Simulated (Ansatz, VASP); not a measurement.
# Cross-check of TlSbS3 between VASP and Ansatz, part 2 of 2

Wanted: the spread between two codes on one cell, functional and k mesh. The cell is generated by rule, not measured, and may not be a known phase. The cell is taken from a series of runs on this material, whose earlier steps may have relaxed, scaled, displaced or heated it; both programs get it as it stands.

VASP 6.6.1 and Ansatz 0.2.0.

So far: Set-up; Ansatz: relaxation of cell and atoms, LDA, pair 1; VASP: relaxation of cell and atoms, LDA, pair 1; Comparison.

## 5. VASP: relaxation of cell and atoms, LDA, pair 2

Level of this step: LDA; plane waves and PAW (Tl_d, Sb, S); invented cell (VASP).

The relaxed volume is the usual yardstick between codes: in a stiff, nearly cubic crystal its relative difference is about their pressure difference at one cell divided by the bulk modulus. This pair takes another cell of the material, with 10 atoms against 5 for the pair before.

INCAR

```
SYSTEM = TlSbS3
PREC = Accurate
ENCUT = 500
EDIFF = 1E-07
NELM = 120
ISMEAR = 1
SIGMA = 0.2
LREAL = .FALSE.
ALGO = Normal
GGA = CA
NBANDS = 46
LORBIT = 11
LWAVE = .FALSE.
LCHARG = .FALSE.
ISIF = 3
IBRION = 2
NSW = 80
EDIFFG = -0.005
LASPH = .TRUE.
GGA_COMPAT = .FALSE.
NELMIN = 4
KPAR = 2
```

POSCAR

```
TlSbS3
1.0
   -3.5157780000      3.5157780000      5.0128280000
    3.5157780000     -3.5157780000      5.0128280000
    3.5157780000      3.5157780000     -5.0128280000
Tl Sb S
2 2 6
Direct
    0.2629431929      0.2629431929      0.0000000000
    0.7370569068      0.7370569068      0.0000000000
    0.0000000000      0.5000000000      0.5000000000
    0.5000000000      0.0000000000      0.5000000000
    0.7081788156      0.7081788156      0.4163576312
    0.2918213266      0.2918213266      0.5836426532
    0.7500000000      0.2500000000      0.5000000000
    0.2500000000      0.7500000000      0.5000000000
    0.2918211844      0.7081788156      0.0000000000
    0.7081788156      0.2918211844      0.0000000000
```

KPOINTS

```
Automatic mesh
0
Gamma
8 8 8
0 0 0
```

The projector-augmented-wave data sets are Tl_d, Sb and S (LDA family, release 64).

Launch:

```
$ mpirun -np 2 vasp_std
```

Numbers of over 12 decimals in the logs are rounded to 6 here.

The log of the run:

```text
[banner, memory and clock lines left out]
running    2 mpi-ranks, on    1 nodes
[...]
LDA part: xc-table for (Slater(with rela. corr.)+CA(PZ))
 , standard interpolation
 POSCAR, INCAR and KPOINTS ok, starting setup
[...]
entering main loop
       N       E                     dE             d eps       ncg     rms          rms(c)
DAV:   1     0.436971809272E+03    0.43697E+03   -0.31201E+04  5444   0.133E+03
DAV:   2    -0.744841658281E+01   -0.44442E+03   -0.43196E+03  6576   0.261E+02
DAV:   3    -0.439468873999E+02   -0.36498E+02   -0.35985E+02  6490   0.726E+01
DAV:   4    -0.447736137850E+02   -0.82673E+00   -0.82196E+00  6478   0.117E+01
[...]
DAV:  13    -0.428154350991E+02   -0.50642E-06   -0.14870E-05  6458   0.147E-02    0.888E-03
DAV:  14    -0.428154352868E+02   -0.18769E-06   -0.12350E-06  5980   0.436E-03    0.382E-03
DAV:  15    -0.428154353204E+02   -0.33579E-07   -0.11481E-07  4014   0.140E-03
   1 F= -.42815435E+02 E0= -.42810632E+02  d E =-.428154E+02
[...]
N       E                     dE             d eps       ncg     rms          rms(c)
DAV:   1    -0.428157942513E+02   -0.35896E-03   -0.75986E-03  5910   0.391E-01    0.117E-01
DAV:   2    -0.428155129742E+02    0.28128E-03   -0.67962E-04  5914   0.118E-01    0.400E-02
DAV:   3    -0.428154647535E+02    0.48221E-04   -0.16827E-04  6102   0.561E-02    0.257E-02
DAV:   4    -0.428154623470E+02    0.24065E-05   -0.75293E-06  6234   0.112E-02    0.808E-03
DAV:   5    -0.428154619459E+02    0.40108E-06   -0.16775E-06  6426   0.553E-03    0.338E-03
DAV:   6    -0.428154619239E+02    0.22017E-07   -0.17909E-07  3752   0.184E-03
   2 F= -.42815462E+02 E0= -.42810645E+02  d E =-.266035E-04
 trial-energy change:   -0.000027  1 .order   -0.000026   -0.000062    0.000011
 step:   0.8600(harm=  0.8524)  dis= 0.00019  next Energy=   -42.815463 (dE=-0.274E-04)
 reached required accuracy - stopping structural energy minimisation
```

Parts of OUTCAR (step 5):

```text
  Total       -0.0164907     -0.0164907     -0.0210151      0.0000000     -0.0000000      0.0000000
  in kB       -0.1065077     -0.1065077     -0.1357294      0.0000000     -0.0000000      0.0000000
  external PRESSURE =      -0.1162483 kB  Pullay stress =       0.0000000 kB

 POSITION                                       TOTAL-FORCE (eV/Angst)
 -----------------------------------------------------------------------------------
      3.51688      3.51688     -2.37734         0.000000     -0.000000      0.001112
      3.51688      3.51688      2.37734         0.000000     -0.000000     -0.001112
      3.51688      0.00000      0.00000         0.000000     -0.000000      0.000000
      3.51688      0.00000      5.01411         0.000000     -0.000000      0.000000
      1.46450      1.46450      5.01411         0.002915      0.002915     -0.000000
      2.05238      2.05238      0.00000        -0.002915     -0.002915      0.000000
     -0.00000      3.51688      2.50705         0.000000     -0.000000      0.000000
      3.51688     -0.00000      2.50705         0.000000     -0.000000      0.000000
      1.46450     -1.46450      5.01411         0.002915     -0.002915      0.000000
     -1.46450      1.46450      5.01411        -0.002915      0.002915      0.000000
 -----------------------------------------------------------------------------------
    total drift:                               -0.000568     -0.000568     -0.000692

  FREE ENERGIE OF THE ION-ELECTRON SYSTEM (eV)
  ---------------------------------------------------
  free  energy   TOTEN  =       -42.8154619239 eV

  energy  without entropy=      -42.8010125481  energy(sigma->0) =      -42.81064547

[... 1 part as in an earlier step ...]

[... 3 further parts left out ...]
[key lines of the parts left out:]
E-fermi :   4.3607
```

The run keeps the 16 symmetry operations of its start, so it cannot find a distortion of lower symmetry.

## 6. Ansatz: relaxation of cell and atoms, LDA, pair 2

The same cell, functional (in two slightly different forms), mesh and smearing now go to Ansatz, which takes its cutoff from its data sets.

The cell is taken from a series of runs on this material, whose earlier steps may have relaxed, scaled, displaced or heated it; both programs get it as it stands.

input.yaml

```yaml
crystal:
  lattice:
    - [-3.5157784564, 3.5157784564, 5.0128282692]
    - [3.5157784564, -3.5157784564, 5.0128282692]
    - [3.5157784564, 3.5157784564, -5.0128282692]
  atoms:
    - { symbol: Tl, position: [0.2629431691, 0.2629431691, 0.0] }
    - { symbol: Tl, position: [0.7370568309, 0.7370568309, 0.0] }
    - { symbol: Sb, position: [0.0, 0.5, 0.5] }
    - { symbol: Sb, position: [0.5, 0.0, 0.5] }
    - { symbol: S, position: [0.7081787347, 0.7081787347, 0.4163574694] }
    - { symbol: S, position: [0.2918212653, 0.2918212653, 0.5836425306] }
    - { symbol: S, position: [0.75, 0.25, 0.5] }
    - { symbol: S, position: [0.25, 0.75, 0.5] }
    - { symbol: S, position: [0.2918212653, 0.7081787347, 0.0] }
    - { symbol: S, position: [0.7081787347, 0.2918212653, 0.0] }
kpoints:
  mp_grid: { grid: [8, 8, 8] }
hamiltonian:
  xc: lda
  pseudopotentials: { kind: paw, azcp: { folder: soft_1 }, xc_functional: pbe }
scf:
  occupations: { method: methfessel_paxton, width: 0.2 }
output:
  forces: true
  stress: true
  eigenvalues: true
relax:
  adjacent_minimum: "off"
  f_tol: 0.001
  max_steps: 60
  cell: { stress_tol: 0.01 }
```

Launch:

```
$ ansatz run input.yaml --threads 4 --pin off --max-ram 16384MiB --backend cpu --events-out ev --progress --plain --runs-dir out
```

The log of the run:

```text
[...]
Crystal: 10 atoms, lattice volume = 247.848 Å³
Basis set: ecut = 420 eV, 4909 PW (Γ)
Bands: 56, of which v1, the nominal top of the filled ones, is band 46 counted from 1 (45 counted from 0)
Symmetry: 16 space group operations
[...]
k-points: 59 of 512
[...]
- { symbol: Sb, position: [0.0, 0.5, 0.5] }
    - { symbol: Sb, position: [0.5, 0.0, 0.5] }
    - { symbol: S, position: [0.708179, 0.708179, 0.416357] }
    - { symbol: S, position: [0.2918212653, 0.2918212653, 0.5836425306] }
    - { symbol: S, position: [0.75, 0.250000, 0.500000] }
    - { symbol: S, position: [0.250000, 0.75, 0.500000] }
    - { symbol: S, position: [0.291821, 0.708179, 0.0] }
    - { symbol: S, position: [0.708179, 0.291821, 0.0] }
[key lines of the parts left out:]
SCF converged after 6 iterations
Free energy (F): -40184.541942 eV
Fermi energy:    6.537044 eV
P = ⅓ Tr σ = -0.0009 GPa (-0.009 kbar)
```

## 7. Comparison

What differs besides the data sets and the points named for the pairs above, as far as they apply: the data sets hold 92 valence electrons in Ansatz (on its PAW soft_1 files) and 72 in VASP. Total energies have different zeros and are not compared.

Both answers:

| quantity | Ansatz | VASP | difference |
| --- | --- | --- | --- |
| volume (Å³) | 247.85 | 248.07 | -0.09 % |
| edge a after relaxation, in the typed setting (Å) | 7.060 | 7.062 | -0.03 % |

## 8. VASP: relaxation of cell and atoms, LDA, pair 3

The relaxed volume is the usual yardstick between codes: in a stiff, nearly cubic crystal its relative difference is about their pressure difference at one cell divided by the bulk modulus. Its start cell is another than that of the pair before, and may be another structure of the material.

INCAR is that of step 5.

POSCAR

```
TlSbS3
1.0
    5.1246740000     -5.3437340000      0.0000000000
    5.1246740000      5.3437340000      0.0000000000
    0.0000000000      0.0000000000      4.2915050000
Tl Sb S
2 2 6
Direct
    0.2380519229      0.2380519229      0.0000000000
    0.7619480771      0.7619480771      0.0000000000
    0.2357964487      0.7642035513      0.5000001165
    0.7642035513      0.2357964487      0.5000001165
    0.5000000000      0.0000000000      0.5000001165
    0.0000000000      0.5000000000      0.5000001165
    0.0000000000      0.0000000000      0.5000001165
    0.5000000000      0.5000000000      0.5000001165
    0.3599105045      0.6400894955      0.0000000000
    0.6400894955      0.3599105045      0.0000000000
```

KPOINTS

```
Automatic mesh
0
Gamma
6 6 8
0 0 0
```

Launch:

```
$ mpirun -np 2 vasp_std
```

The log of the run:

```text
[... set-up lines as in an earlier step ...]
 entering main loop
       N       E                     dE             d eps       ncg     rms          rms(c)
DAV:   1     0.434681374351E+03    0.43468E+03   -0.31327E+04  5980   0.134E+03
DAV:   2    -0.849370870013E+01   -0.44318E+03   -0.42989E+03  7168   0.265E+02
DAV:   3    -0.444442547362E+02   -0.35951E+02   -0.35364E+02  7234   0.726E+01
DAV:   4    -0.452483970690E+02   -0.80414E+00   -0.79946E+00  7236   0.115E+01
[...]
DAV:  13    -0.432386661318E+02   -0.18469E-06   -0.10603E-05  7024   0.112E-02    0.120E-02
DAV:  14    -0.432386664888E+02   -0.35694E-06   -0.14701E-06  6442   0.451E-03    0.432E-03
DAV:  15    -0.432386665070E+02   -0.18227E-07   -0.12667E-07  4190   0.156E-03
   1 F= -.43238667E+02 E0= -.43243706E+02  d E =-.432387E+02
[...]
2 F= -.43238701E+02 E0= -.43243751E+02  d E =-.349834E-04
[...]
3 F= -.43238710E+02 E0= -.43243771E+02  d E =-.430196E-04
[...]
4 F= -.43238711E+02 E0= -.43243770E+02  d E =-.446370E-04
[...]
5 F= -.43238728E+02 E0= -.43243813E+02  d E =-.169772E-04
 trial-energy change:   -0.000017  1 .order   -0.000018   -0.000030   -0.000007
 step:   1.5619(harm=  1.5619)  dis= 0.00091  next Energy=   -43.238731 (dE=-0.195E-04)
 reached required accuracy - stopping structural energy minimisation
```

OUTCAR, selected parts (step 8):

```text
  Total       -0.0057283     -0.0172662      0.0281620      0.0000000      0.0000000      0.0000000
  in kB       -0.0390350     -0.1176588      0.1919077      0.0000000      0.0000000      0.0000000
  external PRESSURE =       0.0117380 kB  Pullay stress =       0.0000000 kB

 POSITION                                       TOTAL-FORCE (eV/Angst)
 -----------------------------------------------------------------------------------
      2.44039      0.00000      0.00000        -0.002365      0.000000      0.000000
      7.81049      0.00000      0.00000         0.002365      0.000000      0.000000
      5.12544      2.82010      2.14694        -0.000000      0.003558      0.000000
      5.12544     -2.82010      2.14694        -0.000000     -0.003558      0.000000
      2.56272     -2.67080      2.14694        -0.000000      0.000000      0.000000
      7.68816     -2.67080      2.14694        -0.000000     -0.000000      0.000000
      5.12544     -5.34160      2.14694        -0.000000      0.000000      0.000000
      5.12544      0.00000      2.14694        -0.000000     -0.000000      0.000000
      5.12544      1.49671      0.00000        -0.000000      0.001712      0.000000
      5.12544     -1.49671      0.00000        -0.000000     -0.001712      0.000000
 -----------------------------------------------------------------------------------
    total drift:                               -0.000000     -0.000000     -0.001248

  FREE ENERGIE OF THE ION-ELECTRON SYSTEM (eV)
  ---------------------------------------------------
  free  energy   TOTEN  =       -43.2387281212 eV

  energy  without entropy=      -43.2539842231  energy(sigma->0) =      -43.24381349

[... 1 part as in an earlier step ...]

[... 3 further parts left out ...]
[key lines of the parts left out:]
E-fermi :   4.9433
```

The run keeps the 8 symmetry operations of its start, so it cannot find a distortion of lower symmetry.

## 9. Ansatz: relaxation of cell and atoms, LDA, pair 3

The same cell, functional (in two slightly different forms), mesh and smearing now go to Ansatz, which takes its cutoff from its data sets.

The cell is taken from a series of runs on this material, whose earlier steps may have relaxed, scaled, displaced or heated it; both programs get it as it stands.

input.yaml, the sections that differ from step 6:

```yaml
crystal:
  lattice:
    - [5.1246739285, -5.3437342208, 0.0]
    - [5.1246739285, 5.3437342208, 0.0]
    - [0.0, 0.0, 4.2915052579]
  atoms:
    - { symbol: Tl, position: [0.2380518978, 0.2380518978, 0.0] }
    - { symbol: Tl, position: [0.7619481022, 0.7619481022, 0.0] }
    - { symbol: Sb, position: [0.2357964766, 0.7642035234, 0.5] }
    - { symbol: Sb, position: [0.7642035234, 0.2357964766, 0.5] }
    - { symbol: S, position: [0.5, 0.0, 0.5] }
    - { symbol: S, position: [0.0, 0.5, 0.5] }
    - { symbol: S, position: [0.0, 0.0, 0.5] }
    - { symbol: S, position: [0.5, 0.5, 0.5] }
    - { symbol: S, position: [0.3599105512, 0.6400894488, 0.0] }
    - { symbol: S, position: [0.6400894488, 0.3599105512, 0.0] }
kpoints:
  mp_grid: { grid: [6, 6, 8] }
# hamiltonian, scf, output, relax: as in step 6
```

Launch:

```
$ ansatz run input.yaml --threads 4 --pin off --max-ram 16384MiB --backend cpu --events-out ev --progress --plain --runs-dir out
```

The log of the run:

```text
[...]
Crystal: 10 atoms, lattice volume = 235.045 Å³
Basis set: ecut = 420 eV, 4567 PW (Γ)
Bands: 56, of which v1, the nominal top of the filled ones, is band 46 counted from 1 (45 counted from 0)
Symmetry: 8 space group operations
[...]
k-points: 65 of 288
[...]
- { symbol: Sb, position: [0.235796, 0.764204, 0.500000] }
    - { symbol: Sb, position: [0.764204, 0.235796, 0.500000] }
    - { symbol: S, position: [0.5, 0.0, 0.500000] }
    - { symbol: S, position: [0.0, 0.5, 0.500000] }
    - { symbol: S, position: [0.0, 0.0, 0.500000] }
    - { symbol: S, position: [0.5, 0.5, 0.500000] }
    - { symbol: S, position: [0.359911, 0.6400894488, 0.0] }
    - { symbol: S, position: [0.6400894488, 0.359911, 0.0] }
[key lines of the parts left out:]
SCF converged after 8 iterations
Free energy (F): -40184.972320 eV
Fermi energy:    7.227640 eV
P = ⅓ Tr σ = -0.0004 GPa (-0.004 kbar)
```

## 10. Differences

What differs besides the data sets and the points named for the pairs above, as far as they apply: the data sets hold 92 valence electrons in Ansatz (on its PAW soft_1 files) and 72 in VASP. Total energies have different zeros and are not compared.

Compared:

| quantity | Ansatz | VASP | difference |
| --- | --- | --- | --- |
| volume (Å³) | 235.04 | 235.12 | -0.03 % |
| edge a after relaxation, in the typed setting (Å) | 7.404 | 7.403 | +0.01 % |
| edge c after relaxation, in the typed setting (Å) | 4.292 | 4.294 | -0.06 % |

## 11. What came out

| Quantity | Value |
| --- | --- |
| difference in volume (relaxation of cell and atoms, LDA, pair 1) | -0.18 % |
| difference in volume (relaxation of cell and atoms, LDA, pair 2) | -0.088 % |
| difference in edge c after relaxation, in the typed setting (relaxation of cell and atoms, LDA, pair 3) | -0.056 % |

What this shows: The difference in volume is -0.18 % (relaxation of cell and atoms, LDA, pair 1), within the 1.2 % picked in this series as the mark of a large difference, as far as the stopping tolerances let one tell. The data sets hold unlike numbers of valence electrons (46 in Ansatz and 36 in VASP and 92 in Ansatz and 72 in VASP), so part of the differences comes from the potentials. 1 further run of this series is not shown here. Such differences can come from data sets, numerical settings and the points named under the comparisons, not from the functional's error against experiment.

[Lines on the potential files, build, host, timing and source positions are cut from VASP's logs without a mark.]

[Logs are printed without paths, hosts, clocks, repeated set-up lines and the standing remarks that a program may print on its own settings, such as how far it seeks lower states.]

[Hosts, paths, dates, database ids (printed as entryN), source tags and the programs' standing remarks are cut or masked in the printed files.]
